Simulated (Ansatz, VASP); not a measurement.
## NiO in two plane-wave programs

Wanted: the spread between two codes on one cell, functional and k mesh.

Method: plane waves, with VASP 6.6.1 beside it; band structure at HSE03, in Ansatz 0.2.0.

## Step 1: Starting point

It takes space group Fm-3m (No. 225, cubic). Conventional cell: a = 4.172 Å, b = 4.172 Å, c = 4.172 Å, α = 90.00°, β = 90.00°, γ = 90.00°. Nearest to Ni lie 6 O at 2.09 Å. Nearest to O lie 6 Ni at 2.09 Å. Farther neighbours and most contacts between anions are not listed.

## Step 2: Ansatz: band structure, HSE03

Ansatz runs on its default PAW (the set named soft_2) files.

Levels along a path test the potential and the projectors away from the mesh points.

The input, input.yaml:

```yaml
crystal:
  lattice:
    - [0.0, 2.0859016414, 2.0859016414]
    - [2.0859016414, 0.0, 2.0859016414]
    - [2.0859016414, 2.0859016414, 0.0]
  atoms:
    - { symbol: Ni, position: [0.0, 0.0, 0.0], spin: 1.0 }
    - { symbol: O, position: [0.5, 0.5, 0.5] }
hamiltonian:
  xc: { exchange: pbe, correlation: pbe, exx: { coeff: 0.25, omega: 0.3 } }
  pseudopotentials: { kind: paw }
magnetization:
  spin_polarized: true
kpoints:
  mp_grid: { grid: [6, 6, 6] }
  band_path:
    path:
      - [0.0, 0.0, 0.0]
      - [0.5, 0.0, 0.5]
      - [0.5, 0.2, 0.7]
      - [0.4, 0.35, 0.75]
      - [0.15, 0.15, 0.3]
      - [0.2, 0.2, 0.2]
      - [0.55, 0.4, 0.55]
      - [0.6, 0.25, 0.65]
      - [0.5, 0.25, 0.75]
      - [0.5, 0.5, 0.5]
      - [0.375, 0.375, 0.75]
      - [0.5, 0.0, 0.5]
    npoints: 1
scf:
  occupations: { method: gaussian, width: 0.02 }
  n_extra_bands: 9
output:
  forces: true
  stress: true
  eigenvalues: true
  write_density: true
  write_potential: true
  elf: true
  volumetric_format: npy
```

Run with:

```bash
> ansatz run input.yaml --threads 4 --pin off --max-ram 9216MiB --backend cpu --events-out ev --progress --plain --runs-dir out
```

Numbers of over 12 decimals in the logs are rounded to 6 here.

What it wrote:

```text
Warning: output.stress: scf.convergence.dr2_threshold = 1e-7 eV (the SCF's general default) is looser than the 2e-10 eV advised for a printed stress (1e-10 eV for each atom of the cell: 2). What an SCF threshold leaves in a stress goes as its square root, and in the free energy as the threshold itself, and one threshold admits the most on a small cell: [figures from the program's tests cut] Set scf.convergence.dr2_threshold to 2e-10 eV or tighter. The threshold is an SCF's pass mark: one that does not reach it within its budget of iterations ends unconverged, or closes short of it on a stop that the run arms, and scf.convergence.dr2_threshold's page says what that costs each kind of run
Warning: output.stress: scf.exx.energy_threshold = 1e-6 eV is looser than the 2e-8 eV advised for a stress under a hybrid functional (1e-8 eV for each atom of the cell: 2). Every SCF of the exchange loop can meet its threshold on dr2 while the loop round them stops early: no threshold on dr2 bounds what that leaves in the stress. Set scf.exx.energy_threshold to 2e-8 eV or tighter. The threshold is the loop's pass mark: a loop that does not reach it within its budget of cycles ends unconverged, and scf.exx.energy_threshold's page has the law
scf.n_extra_bands = 9 over 12 filled bands (N_el = 24.0): the run solves 21 bands
Engine: ansatz 0.2.0, aarch64-unknown-linux-gnu
Pseudopotentials: kind: paw
Pseudopotential: Ni, paw, valence charge 18, recommended cutoff 420 eV (normal), Ni.paw.azcp
Pseudopotential: O, paw, valence charge 6, recommended cutoff 420 eV (normal), O.paw.azcp
Functional definition: unnamed
  parameter a_1 = 0.25
  parameter omega_1 = 0.3/angstrom
  exchange = pbe_x + (-a_1)*pbe_x_sr(omega_1) + a_1*exact_x_sr(omega_1)
  correlation = pbe_c
Crystal: 2 atoms, lattice volume = 18.151 Å³
Basis set: ecut = 420 eV, 339 PW (Γ), exchange–correlation on 40×40×40 points (8 copies of the dense FFT grid, shifted against one another)
Bands: 21, of which v1, the nominal top of the filled ones, is band 12 counted from 1 (11 counted from 0)
Symmetry: 48 space group operations
Space group: Fm-3m (ITA 225), of the structure as read, at distance tolerance 2.6e-5 Å
Magnetic group: BNS 225.116 (UNI 1618), of the structure as read, at distance tolerance 2.6e-5 Å
k-points: 16 of 216
Non-local potential: Ni, projectors of the file, l = 0: 3, l = 1: 2, l = 2: 3, l = 3: 1
Non-local potential: O, projectors of the file, l = 0: 2, l = 1: 2, l = 2: 1
PAW form: soft (Blöchl's): semilocal exchange-correlation on the pseudo side does not see the compensation charge
PAW frozen core: Ni, regenerated for the run's functional, and the local potential with it (the file was generated under x = pbe(κ = 0.804, μ = 0.219515), c = pbe(β = 0.066725))
PAW frozen core: O, regenerated for the run's functional, and the local potential with it (the file was generated under x = pbe(κ = 0.804, μ = 0.219515), c = pbe(β = 0.066725))
PAW one-centre angular grid: Ni, 590 points (default); XC on 64 Gauss nodes
PAW one-centre angular grid: O, 110 points (default); XC on 96 Gauss nodes
Initial density: superposition of atomic densities (chi_scale 0.1, normalization cell, long waves kept (reshape's long-wave potential 0.00 eV rms))
Starting moments: Σ|m| = 1 μB on 1 of 2 sites
Initial wavefunctions: pseudopotential atomic-orbital guess
Functional: x = pbe(κ = 0.804, μ = 0.219515), c = pbe(β = 0.066725), warm-up for x = pbe(κ = 0.804, μ = 0.219515) + 0.25 (exact − pbe) at short range (hse, ω = 0.3 Å⁻¹), c = pbe(β = 0.066725)
SCF iter   1: F=—  HF=-6409.270536 eV  |F-HF|=—  |Δ(HF+E_count)|=         —  Δρ=3.08e-1 (↑1.49e-1 ↓3.08e-1)  dr2=2.83e1  dr2_m=1.35e0  M=0.185 μB ∫|m|=0.191 μB  β_m=0.30  ethr=1.00e-1  ⟨swp⟩=6.2  Hψ=2203  notcnv=0
preconditioner: auto → none  [metal: Δε(μ)=0.014 eV  Ē_g=22.709 eV  σ=0.020 eV  W_gap=0.34  n_scr=8 (ndim 8)  ℏωp=34.9 eV  f_vac=0.000  D(μ)=5.09/eV (n_scr^D=112)  sad-step TF]
iter 2 solved again at ethr=1.76e-3 eV; its pass at ethr=1.00e-1 eV (dr2=4.23e-1 eV) is discarded
SCF iter   2: F=—  HF=-6405.829700 eV  |F-HF|=—  |Δ(HF+E_count)|=    3.44e0  Δρ=6.69e-2 (↑6.69e-2 ↓5.43e-2)  dr2=4.43e-1  dr2_m=1.86e-1  M=0.432 μB ∫|m|=0.433 μB  β_m=0.30  ethr=1.76e-3  ⟨swp⟩=3.6  Hψ=2858  notcnv=0  defer=12
SCF iter   3: F=—  HF=-6405.610883 eV  |F-HF|=—  |Δ(HF+E_count)|=   2.19e-1  Δρ=5.70e-2 (↑4.51e-2 ↓5.70e-2)  dr2=2.15e-1  dr2_m=3.09e-1  M=0.222 μB ∫|m|=0.245 μB  β_m=0.30  ethr=1.76e-3  ⟨swp⟩=3.4  Hψ=1534  notcnv=0  defer=1
SCF iter   4: F=—  HF=-6405.554239 eV  |F-HF|=—  |Δ(HF+E_count)|=   5.66e-2  Δρ=3.15e-2 (↑3.15e-2 ↓3.06e-2)  dr2=1.23e-3  dr2_m=1.59e-1  M=0.222 μB ∫|m|=0.236 μB  β_m=0.30  ethr=8.96e-4  ⟨swp⟩=3.1  Hψ=1554  notcnv=0  defer=1
SCF iter   5: F=—  HF=-6405.572117 eV  |F-HF|=—  |Δ(HF+E_count)|=   1.79e-2  Δρ=2.81e-2 (↑2.81e-2 ↓1.76e-2)  dr2=1.55e-2  dr2_m=8.52e-2  M=0.222 μB ∫|m|=0.230 μB  β_m=0.30  ethr=5.14e-6  ⟨swp⟩=4.1  Hψ=1970  notcnv=0  defer=1
SCF iter   6: F=—  HF=-6405.573951 eV  |F-HF|=—  |Δ(HF+E_count)|=   1.83e-3  Δρ=1.72e-2 (↑1.58e-2 ↓1.72e-2)  dr2=7.95e-4  dr2_m=4.52e-2  M=0.222 μB ∫|m|=0.227 μB  β_m=0.30  ethr=5.14e-6  ⟨swp⟩=3.6  Hψ=1918  notcnv=0
[...]
Mixer restart at iter 9: flushing history
SCF iter  10: F=—  HF=-6405.149466 eV  |F-HF|=—  |Δ(HF+E_count)|=   1.04e-7  Δρ=1.07e-5 (↑7.94e-6 ↓1.07e-5)  dr2=4.43e-9  dr2_m=1.40e-8  M=2.000 μB ∫|m|=2.030 μB  β_m=0.92  ethr=1.25e-12 (applied; sched 1.00e-12)  ⟨swp⟩=4.6  Hψ=1769  notcnv=0
SCF iter  11: F=—  HF=-6405.149466 eV  |F-HF|=—  |Δ(HF+E_count)|=   1.22e-8  Δρ=6.33e-6 (↑6.33e-6 ↓2.33e-6)  dr2=5.60e-9  dr2_m=1.78e-9  M=2.000 μB ∫|m|=2.030 μB  β_m=0.96  ethr=1.23e-12 (applied; sched 1.00e-12)  ⟨swp⟩=4.1  Hψ=1715  notcnv=0
SCF iter  12: F=—  HF=-6405.149466 eV  |F-HF|=—  |Δ(HF+E_count)|=   1.04e-8  Δρ=1.07e-5 (↑5.42e-6 ↓1.07e-5)  dr2=3.21e-8  dr2_m=1.53e-9  M=2.000 μB ∫|m|=2.030 μB  β_m=0.68  ethr=1.27e-12 (applied; sched 1.00e-12)  ⟨swp⟩=4.2  Hψ=1783  notcnv=0  recentre
SCF iter  13: F=—  HF=-6405.149466 eV  |F-HF|=—  |Δ(HF+E_count)|=   1.07e-8  Δρ=5.61e-7 (↑5.61e-7 ↓3.16e-7)  dr2=2.34e-11  dr2_m=2.92e-11  M=2.000 μB ∫|m|=2.030 μB  β_m=0.79  ethr=1.23e-12 (applied; sched 1.00e-12)  ⟨swp⟩=4.1  Hψ=1727  notcnv=0
SCF iter  14: F=—  HF=-6405.149466 eV  |F-HF|=—  |Δ(HF+E_count)|=  1.91e-11  Δρ=3.45e-7 (↑8.59e-8 ↓3.45e-7)  dr2=1.92e-11  dr2_m=2.92e-12  M=2.000 μB ∫|m|=2.030 μB  β_m=0.70  ethr=1.00e-12  ⟨swp⟩=2.4  Hψ=1078  notcnv=0
SCF iter  15: F=-6405.149466 eV  HF=-6405.149466 eV  |F-HF|=9.09e-13  |Δ(HF+E_count)|=  7.28e-12  Δρ=4.11e-8 (↑4.11e-8 ↓2.10e-8)  dr2=8.16e-14  dr2_m=1.46e-13  M=2.000 μB ∫|m|=2.030 μB  ethr=1.00e-12  ⟨swp⟩=2.0  Hψ=1056  notcnv=0
SCF 4 converged in 15 iterations: F = -6405.149466 eV  dr2 = 8.16e-14
  Residual-converged pass: ⟨swp⟩=3.9  Hψ=1529  notcnv=0  max |occ|·‖R‖ = 9.9e-9 eV (tolerance 1.0e-8 eV)  dr2=1.06e-13  dr2_m=2.14e-13  dr2_onsite=1.75e-13  max |Δocc| = 0.0e0
hybrid outer 3: dexx = +9.945e-5 eV, tail = 4.41e-7 eV, magnetization grown 1.1064 times (not accepted), Δε = 7.72e-2 eV (about 2.53e-3 eV left of the loop's levels)
Exchange kernel: α = 0.2500, screened, ω = 0.3000 Å⁻¹, Wigner–Seitz truncation, v(0) = 502.5879 eV·Å³, q-mesh 6×6×6, nearest image of the exchange supercell L = 17.70 Å, pair-density grid 12×12×12, without the augmentation charges, whose exchange is taken in its separable form by FFT convolution over the k-point mesh (sized by the pseudopotential files, 18×18×18 at the most), smooth part of the exact exchange by density-matrix convolution
Frozen-core exchange: fock
SCF iter   1: F=—  HF=-6405.149468 eV  |F-HF|=—  |Δ(HF+E_count)|=         —  Δρ=5.48e-6 (↑5.48e-6 ↓3.71e-6)  dr2=2.74e-9  dr2_m=1.58e-9  M=2.000 μB ∫|m|=2.030 μB  β_m=0.30  ethr=6.43e-9  ⟨swp⟩=3.7  Hψ=1578  notcnv=0
preconditioner: auto → none  [insulator: Δε(μ)=2.737 eV  Ē_g=24.659 eV  σ=0.020 eV  W_gap=1.00  n_scr=8 (ndim 8)  ℏωp=34.9 eV  f_vac=0.000  D(μ)=0.00/eV (n_scr^D=0)]
SCF iter   2: F=-6405.149468 eV  HF=-6405.149468 eV  |F-HF|=8.39e-10  |Δ(HF+E_count)|=   3.66e-9  Δρ=3.68e-6 (↑3.68e-6 ↓2.46e-6)  dr2=7.05e-10  dr2_m=8.62e-10  M=2.000 μB ∫|m|=2.030 μB  ethr=1.06e-11  ⟨swp⟩=4.0  Hψ=1591  notcnv=0
SCF 5 converged in 2 iterations: F = -6405.149468 eV  dr2 = 7.05e-10
  Residual-converged pass: ⟨swp⟩=2.1  Hψ=889  notcnv=0  max |occ|·‖R‖ = 2.3e-6 eV (tolerance 2.4e-6 eV)  dr2=7.06e-10  dr2_m=8.63e-10  dr2_onsite=2.89e-10  max |Δocc| = 0.0e0
hybrid outer 4: dexx = +2.966e-9 eV, tail = 5.76e-9 eV, Δε = 3.16e-4 eV (about 1.08e-4 eV left of the loop's levels), ΔF = 9.47e-30 eV/Å (tail 4.76e-30)
at 1 of the mixer's solves, all of them in the SCFs whose states led to this one, it left a direction of its history that read negative out of its fit and stepped the other way along it
NSCF: frozen V_eff on 12 k-points
this state was not tested for a lower state beside it, because the functional holds exact exchange (a hybrid, or Hartree-Fock), whose exchange loop this test does not read (fock_operator); the stability check (scf.self_checks: high) cannot read this state: a pseudopotential is PAW: the check reads norm-conserving sets alone
hybrid SCF converged: 4 outer / 43 inner (+100 warm-up), last move |dexx| = 2.97e-9 eV, tail = 5.76e-9 eV
Magnetization: 2.0000 μB (13.0000 up, 11.0000 down)
Absolute magnetization: 2.0285 μB (∫|ρ↑−ρ↓|, with the PAW one-centre terms)
Spin contamination: 0.0031 ħ² per cell (⟨S²⟩ above its minimum at these occupations)
Per-site moments (μB) at R_I (Å): [(1.722707, 0.860434), (0.241763, 0.860434)]
Free energy (F): -6405.149468 eV
Frozen-core exchange: fock
Harris-Foulkes:  -6405.149468 eV  (|F-HF|=8.39e-10)
Internal energy: -6405.149468 eV  (E = F + TS)
E sigma→0 (E₀):  -6405.149468 eV
Fermi energy:    14.516872 eV
--- Per-component energies (eV) ---
  E_band       = -400.497125
  E_kinetic    = 451.420321
  E_local      = -3990.180678  (includes V_loc(G=0)·N_el)
  E_nonlocal   = 693.980562
  E_hartree    = 1643.520590
  E_xc         = -127.377357
  E_vxc        = -161.387187  (∫ρ·V_xc dr)
  E_exx        = -112.873168  (= α·E_x^exact, valence–valence)
  E_paw        = -1708.601685  (= ΣΔE_a)
  E_vpaw       = -455.629209  (= ΣTr[D̂ρ^β])
  E_aug_tail   = 0.003183  (compensation charges beyond the density's cutoff)
  E_ewald      = -3254.798910
  E_core_change = -0.242326  (= ΣΔE_core)
  E_smearing   = -0.000000  (= −TS)
  E_closure    = -0.000000  (closes the sum)
  Σ components = -6405.149468   (vs F -6405.149468, Δ=9.09e-13)
--- Forces (eV/Å), atoms counted from 1 ---
  atom   1  Ni    -0.00000000     0.00000000     0.00000000
  atom   2  O      0.00000000    -0.00000000    -0.00000000
  max |Σ_I F_I| component: 2.01e-29 eV/Å
--- Stress (GPa, compression-positive) ---
        3.663144       0.000000       0.000000
        0.000000       3.663144       0.000000
       -0.000000       0.000000       3.663144
  P = ⅓ Tr σ = 3.6631 GPa (36.631 kbar)
--- Band table (eV; the first three rows and the last of 32) ---
  k-point 0 ↑: bands = [... 8 lower, 9.1054, 9.1054, 10.7308, 10.7308, 10.7308, 16.5056, 32.8237, 33.9264, ... 5 higher]
  k-point 1 ↑: bands = [... 8 lower, 9.1967, 9.1967, 10.2296, 11.5627, 11.5627, 18.1580, 29.0618, 32.8566, ... 5 higher]
  k-point 2 ↑: bands = [... 8 lower, 9.5238, 9.5238, 10.4082, 12.6829, 12.6829, 20.1825, 26.1370, 30.2909, ... 5 higher]
  k-point 15 ↓: bands = [... 8 lower, 11.0201, 11.3384, 11.4121, 16.9052, 17.4410, 23.5586, 26.3856, 26.5094, ... 5 higher]
```

Run time: 35 s. Hardware: 4 threads of Arm Neoverse V1, shared host; peak memory 0.71 GiB.

(Continued in part 2 of 2.)

[Lines on the potential files, build, host, timing and source positions are cut from VASP's logs without a mark.]

[Logs are printed without paths, hosts, clocks, repeated set-up lines and the standing remarks that a program may print on its own settings, such as how far it seeks lower states.]

[Hosts, paths, dates, database ids (printed as entryN), source tags and the programs' standing remarks are cut or masked in the printed files.]
